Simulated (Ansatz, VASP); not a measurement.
# One calculation of K2SiB2, two programs

```xyz
5
Lattice="3.1152 0.0000 0.0000 -1.5576 2.6979 0.0000 0.0000 0.0000 11.2524" Properties=species:S:1:pos:R:3 pbc="T T T"
K     0.0000    0.0000    8.0223
K     0.0000    0.0000    3.2301
Si    0.0000    0.0000    0.0000
B     0.0000    1.7986    5.6262
B     1.5576    0.8993    5.6262
```

Alike in both runs: functional PBE; k mesh 12 × 12 × 4; occupations gaussian, width 0.1 eV; no spin polarisation.

Ansatz relaxed the structure, and its values are those at the end. VASP's run is a single point on that final structure, the one shown.

|  | VASP | Ansatz |
| --- | --- | --- |
| version | VASP 6.6.1 | Ansatz 0.2.0 |
| potentials or method | VASP PAW PBE potentials, release 64 (K_sv, Si, B) | scalar-relativistic, plane waves, PAW |
| plane-wave cutoff (eV) | 520 | 420 |
| valence electrons in the cell | 28 | 28 |

```tsv
	VASP	Ansatz	Ansatz less VASP
gap on the k mesh at the Fermi level (eV)	none	none	-
pressure (GPa)	0.1	0.0	-0.13
rms of the force components (eV/Å)	0.003	0.002	-0.0006
```

A gap of «none» marks a metal or a gap that the smearing closes. With one functional, cell and mesh, what is left measures potentials, basis and numerics.
